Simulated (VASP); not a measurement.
Given:

```yaml
crystal:
  lattice:
    - [0.00000, 2.77261, 2.77261]
    - [2.77261, 0.00000, 2.77261]
    - [2.77261, 2.77261, 0.00000]
  atoms:
    - { symbol: Mg, position: [0.00000, 0.00000, 0.00000] }
    - { symbol: Se, position: [0.50000, 0.50000, 0.50000] }
```

These are revPBE GGA, VASP's PBE PAW potentials (set 64) (plane waves; VASP) values and carry that method's errors. Settings: 520 eV cut-off, 9×9×9 Γ-centred mesh, tetrahedra with Blöchl corrections, potentials Mg Se.

Q: What does the run give for the energy per atom (σ→0)?

A: 
```yaml
energy per atom (σ→0): -3.511 eV/atom
```

The compound is MgSe in the rock salt structure. It was relaxed first.
